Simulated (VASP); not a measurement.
# MgS (Fm-3m): formation energy of the defect Sb_Mg, part 5 of 7

How easily does the defect Sb_Mg form in MgS (Fm-3m)? The host is relaxed first, then a supercell is run with and without the defect. The start is a computed cell from the Materials Project.

VASP 6.6.1, plane waves and PAW; the level of theory is named at each step.

So far. Step 6 (Reference Sb): The run ended after 7 ionic steps, 0.006 eV below its first step, once forces and stress met EDIFFG = -0.02. Step 6 (Reference Sb): Energy at zero smearing: -9.12024 eV.

### Step 7. Relaxing the atoms

This step: PBEsol; plane waves and PAW (S) (VASP 6.6.1).

System of this step: S8. The cell holds 8 atoms: 8 S. Cell: a = 14.000 Å, b = 14.500 Å, c = 11.000 Å, α = 90.0°, β = 90.0°, γ = 90.0°. Vacuum lies along a, b and c.

S is not exchanged here; its energy serves the host's formation enthalpy.

The input, INCAR:

```
SYSTEM = S
PREC = Normal
ENCUT = 300
EDIFF = 1E-05
NELM = 120
ISMEAR = 0
SIGMA = 0.01
LREAL = Auto
ALGO = Fast
GGA = PS
NBANDS = 32
LORBIT = 11
LWAVE = .FALSE.
LCHARG = .FALSE.
NCORE = 4
IBRION = 2
NSW = 30
ISIF = 2
EDIFFG = -0.03
POTIM = 0.4
MAXMIX = 40
ISYM = 0
```

The input, POSCAR:

```
S
1.0
   14.0000000000      0.0000000000      0.0000000000
    0.0000000000     14.5000000000      0.0000000000
    0.0000000000      0.0000000000     11.0000000000
S
8
Direct
    0.6692857100      0.5000000000      0.5454545500
    0.6197030800      0.6155753800      0.4545454500
    0.5000000000      0.6634482800      0.5454545500
    0.3802969200      0.6155753800      0.4545454500
    0.3307142900      0.5000000000      0.5454545500
    0.3802969200      0.3844246200      0.4545454500
    0.5000000000      0.3365517200      0.5454545500
    0.6197030800      0.3844246200      0.4545454500
```

The input, KPOINTS:

```
Automatic mesh
0
Gamma
1 1 1
0 0 0
```

PAW data sets: S (PBE family, release 64).

Started as:

```
$ mpirun -np 4 vasp_gam
```

Output:

```text
[banner, memory and clock lines left out]
running    4 mpi-ranks, on    1 nodes
 distrk:  each k-point on    4 cores,    1 groups
 distr:  one band on    4 cores,    1 groups

 POSCAR found type information on POSCAR S
 POSCAR found :  1 types and       8 ions
 [... a notice as in an earlier step ...]

 [... a notice as in an earlier step ...]

 LDA part: xc-table for (Slater+PW92), standard interpolation
 POSCAR, INCAR and KPOINTS ok, starting setup
 FFT: planning ... GRIDC
 FFT: planning ... GRID_SOFT
 FFT: planning ... GRID
 WAVECAR not read
 entering main loop
       N       E                     dE             d eps       ncg     rms          rms(c)
DAV:   1     0.377780452119E+03    0.37778E+03   -0.10525E+04    80   0.624E+02
DAV:   2     0.741026913177E+02   -0.30368E+03   -0.28883E+03   120   0.130E+02
DAV:   3    -0.282527330557E+02   -0.10236E+03   -0.10194E+03    88   0.864E+01
DAV:   4    -0.350724294614E+02   -0.68197E+01   -0.67103E+01    80   0.274E+01
DAV:   5    -0.351825007283E+02   -0.11007E+00   -0.10907E+00    88   0.380E+00    0.298E+01
RMM:   6    -0.348932746193E+02    0.28923E+00   -0.12236E-01    64   0.160E+00    0.177E+01
RMM:   7    -0.347650799423E+02    0.12819E+00   -0.33028E-01    64   0.250E+00    0.414E-01
RMM:   8    -0.347682857531E+02   -0.32058E-02   -0.38031E-02    68   0.103E+00    0.383E-01
RMM:   9    -0.347693682477E+02   -0.10825E-02   -0.93538E-03    70   0.417E-01    0.995E-02
RMM:  10    -0.347700374899E+02   -0.66924E-03   -0.18150E-03    82   0.197E-01    0.124E-01
RMM:  11    -0.347713280582E+02   -0.12906E-02   -0.28774E-04    65   0.676E-02    0.598E-02
RMM:  12    -0.347718847415E+02   -0.55668E-03   -0.13599E-04    55   0.395E-02    0.432E-02
RMM:  13    -0.347729393997E+02   -0.10547E-02   -0.46876E-04    60   0.543E-02    0.255E-02
RMM:  14    -0.347729801668E+02   -0.40767E-04   -0.28145E-05    49   0.224E-02    0.243E-02
RMM:  15    -0.347733063591E+02   -0.32619E-03   -0.41457E-05    56   0.198E-02    0.216E-02
RMM:  16    -0.347735041889E+02   -0.19783E-03   -0.15268E-05    41   0.120E-02    0.476E-03
RMM:  17    -0.347736816253E+02   -0.17744E-03   -0.11342E-05    35   0.914E-03    0.306E-03
RMM:  18    -0.347737738956E+02   -0.92270E-04   -0.99486E-06    34   0.809E-03    0.392E-03
RMM:  19    -0.347737972488E+02   -0.23353E-04   -0.32057E-06    26   0.540E-03    0.156E-03
RMM:  20    -0.347738069581E+02   -0.97093E-05   -0.18023E-06    26   0.470E-03
   1 F= -.34773807E+02 E0= -.34773807E+02  d E =-.347738E+02
 curvature:   0.00 expect dE= 0.000E+00 dE for cont linesearch  0.000E+00
 trial: gam= 0.00000 g(F)=  0.730E-01 g(S)=  0.000E+00 ort = 0.000E+00 (trialstep = 0.100E+01)
 search vector abs. value=  0.730E-01
 bond charge predicted
       N       E                     dE             d eps       ncg     rms          rms(c)
DAV:   1    -0.347921750790E+02   -0.18378E-01   -0.31557E+00    72   0.731E+00    0.211E+00
RMM:   2    -0.348086540782E+02   -0.16479E-01   -0.18070E-01    64   0.215E+00    0.146E+00
RMM:   3    -0.348086231510E+02    0.30927E-04   -0.49926E-02    65   0.108E+00    0.280E-01
RMM:   4    -0.348091715568E+02   -0.54841E-03   -0.74453E-03    68   0.485E-01    0.262E-01
RMM:   5    -0.348093585468E+02   -0.18699E-03   -0.21547E-03    65   0.244E-01    0.866E-02
RMM:   6    -0.348092179295E+02    0.14062E-03   -0.55129E-04    69   0.120E-01    0.804E-02
RMM:   7    -0.348096773436E+02   -0.45941E-03   -0.62889E-04    64   0.887E-02    0.286E-02
RMM:   8    -0.348099762559E+02   -0.29891E-03   -0.89952E-05    60   0.502E-02    0.167E-02
RMM:   9    -0.348101021557E+02   -0.12590E-03   -0.33134E-05    48   0.259E-02    0.147E-02
RMM:  10    -0.348101444686E+02   -0.42313E-04   -0.11886E-05    41   0.139E-02    0.758E-03
RMM:  11    -0.348102167922E+02   -0.72324E-04   -0.97450E-06    41   0.953E-03    0.528E-03
RMM:  12    -0.348102468105E+02   -0.30018E-04   -0.72792E-06    37   0.711E-03    0.277E-03
RMM:  13    -0.348102642288E+02   -0.17418E-04   -0.46541E-06    28   0.533E-03    0.367E-03
RMM:  14    -0.348102665778E+02   -0.23491E-05   -0.85798E-07    21   0.382E-03
   2 F= -.34810267E+02 E0= -.34810267E+02  d E =-.364596E-01
 trial-energy change:   -0.036460  1 .order   -0.035875   -0.073040    0.001290
 step:   0.9834(harm=  0.9826)  dis= 0.01702  next Energy=   -34.810277 (dE=-0.365E-01)
 reached required accuracy - stopping structural energy minimisation
```

Run time: 8.2 s. Hardware: 4 MPI ranks of Intel Xeon 6975P-C (Granite Rapids), shared host; peak memory 0.79 GiB.

From OUTCAR (step 7):

```text
   k-points           NKPTS =      1   k-points in BZ     NKDIM =      1   number of bands    NBANDS=     32

   ENCUT  =  300.0 eV  22.05 Ry    4.70 a.u.  19.77 20.48 15.53*2*pi/ulx,y,z

   NELECT =      48.0000    total number of electrons

 E-fermi :  -5.7005

 k-point     1 :       0.0000    0.0000    0.0000
  band No.  band energies     occupation
    ...
     20      -6.1354      2.00000
     21      -6.1346      2.00000
     22      -5.8712      2.00000
     23      -5.8708      2.00000
     24      -5.7516      2.00000
     25      -2.3773      0.00000
     26      -2.3759      0.00000
     27      -2.0353      0.00000
     28      -1.1811      0.00000
     29      -1.1788      0.00000
    ...

  Total       -0.5425720     -0.5515786     -0.5452991     -0.0000173     -0.0002044      0.0000815
  in kB       -0.3892954     -0.3957576     -0.3912520     -0.0000124     -0.0001467      0.0000585
  external PRESSURE =      -0.3921017 kB  Pullay stress =       0.0000000 kB

 POSITION                                       TOTAL-FORCE (eV/Angst)
 -----------------------------------------------------------------------------------
      9.36296      7.25001      5.98290         0.004377     -0.000186      0.008020
      8.67052      8.92072      5.01730         0.004310     -0.000668     -0.007831
      7.00000      9.61270      5.98250         0.000186      0.004998      0.007528
      5.32948      8.92072      5.01730        -0.004539     -0.000709     -0.007777
      4.63703      7.25000      5.98290        -0.004348      0.000088      0.008020
      5.32948      5.57927      5.01730        -0.004512      0.000676     -0.007786
      7.00000      4.88730      5.98249        -0.000058     -0.005041      0.007493
      8.67052      5.57927      5.01730         0.004584      0.000842     -0.007667
 -----------------------------------------------------------------------------------
    total drift:                               -0.000241     -0.000380      0.006913

  FREE ENERGIE OF THE ION-ELECTRON SYSTEM (eV)
  ---------------------------------------------------
  free  energy   TOTEN  =       -34.8102665778 eV

  energy  without entropy=      -34.8102665778  energy(sigma->0) =      -34.81026658

[... 1 part as in an earlier step ...]

[... 7 further parts left out ...]
```

Relaxation path:

| step | energy less that of the first step (eV) | largest force (eV/Å) |
| --- | --- | --- |
| 1 | 0.0000 | 0.4915 |
| 2 | -0.0365 | 0.0091 |

The atoms that moved most (Å):

| atom | dx | dy | dz | length |
| --- | --- | --- | --- | --- |
| S7 | 0.000 | 0.007 | -0.018 | 0.019 |
| S3 | 0.000 | -0.007 | -0.018 | 0.019 |
| S4 | 0.005 | -0.005 | 0.017 | 0.019 |
| S6 | 0.005 | 0.005 | 0.017 | 0.019 |
| S2 | -0.005 | -0.005 | 0.017 | 0.019 |
| S8 | -0.005 | 0.005 | 0.017 | 0.019 |
| S5 | 0.007 | 0.000 | -0.017 | 0.018 |
| S1 | -0.007 | 0.000 | -0.017 | 0.018 |

The relaxed structure:

```
S
1.0
    14.00000    0.00000    0.00000
     0.00000   14.50000    0.00000
     0.00000    0.00000   11.00000
S
8
Direct
  0.66878 0.50000 0.54390
  0.61932 0.61522 0.45612
  0.50000 0.66294 0.54386
  0.38068 0.61522 0.45612
  0.33122 0.50000 0.54390
  0.38068 0.38478 0.45612
  0.50000 0.33706 0.54386
  0.61932 0.38478 0.45612
```

This step gave:

```
electronic cycles                                     : 34
electrons                                             : 48
free energy (TOTEN)                                   : -34.81 eV
gap between the highest filled and lowest empty level : 3.374 eV
```

The run ended after 2 ionic steps, 0.036 eV below its first step, once the forces on the free atoms met EDIFFG = -0.03.

Energy at zero smearing: -34.81027 eV.

(Continued in part 6 of 7.)

[Lines on the potential files, build, host, timing and source positions are cut from VASP's logs without a mark.]

[Logs are printed without paths, hosts, clocks, repeated set-up lines and the standing remarks that a program may print on its own settings, such as how far it seeks lower states.]

[Hosts, paths, dates, database ids (printed as entryN), source tags and the programs' standing remarks are cut or masked in the printed files.]

[In band tables of VASP the shares of atoms and orbitals are scaled to a sum of 1 inside the atoms' spheres.]

[Runs that stopped without an error message from VASP are left out.]
